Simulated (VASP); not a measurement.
Data:

```
InSe
1.0
    5.82639    -2.05465     0.00000
    5.82639     2.05465     0.00000
   -1.72323     0.00000     4.77135
In Se
2 2
Direct
  0.11180   0.11180   0.95316
  0.88820   0.88820   0.04684
  0.33907   0.33907   0.33104
  0.66093   0.66093   0.66896
```

The numbers are results of PBEsol GGA, VASP's PBE PAW potentials (set 64) (plane waves; VASP), not measurements. Run with 300 eV cut-off, 5×5×4 Γ-centred mesh, Gaussian smearing of 0.010 eV, potentials In_d Se.

Unless said otherwise, spin-orbit coupling is left out, though it shifts the bands of the heavy elements here.

Give the energies of bands 13 to 22 at the high-symmetry points, in eV from the valence-band maximum.

| band | Γ | C | Y2 | M2 | D | A | V2 |
|---|---|---|---|---|---|---|---|
| 13 | -4.72 | -6.26 | -5.85 | -6.11 | -5.54 | -5.58 | -6.08 |
| 14 | -3.84 | -4.79 | -4.06 | -4.89 | -5.33 | -4.67 | -5.11 |
| 15 | -3.74 | -2.60 | -2.39 | -2.36 | -3.68 | -2.20 | -2.48 |
| 16 | -2.27 | -2.27 | -2.38 | -1.69 | -3.13 | -1.79 | -2.19 |
| 17 | -1.99 | -1.86 | -1.21 | -1.31 | -2.05 | -1.47 | -1.81 |
| 18 | -1.37 | -1.33 | -0.71 | -0.75 | -1.80 | -1.07 | -1.57 |
| 19 | -1.15 | -1.24 | -0.07 | -0.50 | -0.98 | -0.40 | -1.20 |
| 20 | 2.64 | 2.28 | 1.44 | 2.10 | 1.59 | 1.04 | 1.58 |
| 21 | 2.93 | 2.39 | 2.56 | 2.94 | 3.25 | 2.02 | 2.37 |
| 22 | 3.55 | 3.64 | 3.32 | 3.37 | 3.59 | 3.49 | 3.61 |

The gap is indirect, 1.04 eV, from the valence maximum at (-0.40, -0.40, 0.25) to the conduction minimum at A.

The structure comes from a computed database's InSe entry; how it stands against other phases isn't given here. The cell was not relaxed at this level.
